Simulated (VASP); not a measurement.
Given:

```yaml
crystal:
  lattice:
    - [3.39255, 0.00000, 0.00000]
    - [-1.69628, 2.93803, 0.00000]
    - [0.00000, 0.00000, 5.64214]
  atoms:
    - { symbol: Zn, position: [0.00000, 0.00000, 0.99630] }
    - { symbol: Cd, position: [0.66667, 0.33333, 0.48917] }
    - { symbol: O, position: [0.66667, 0.33333, 0.09791] }
    - { symbol: O, position: [0.00000, 0.00000, 0.65262] }
```

All values below come from r2SCAN meta-GGA, VASP's PBE PAW potentials (set 64) (plane waves; VASP). Run with 520 eV cut-off, 8×8×5 Γ-centred mesh, tetrahedra with Blöchl corrections, potentials Zn Cd O.

The cores are frozen, which limits the accuracy of field gradients.

Task: Give the principal components of the electric field gradient (V/Å²) and the asymmetry η at each nucleus.

Result: 
| atom | Vxx | Vyy | Vzz | η |
|---|---|---|---|---|
| Zn1 | 8.4 | 8.4 | -16.7 | 0.00 |
| Cd2 | 4.0 | 4.0 | -8.0 | 0.00 |
| O3 | 3.8 | 3.8 | -7.6 | 0.00 |
| O4 | -14.6 | -14.6 | 29.3 | 0.00 |

The structure comes from a computed database's ZnCdO2 entry (P3m1); how it stands against other phases isn't given here. It was relaxed first.
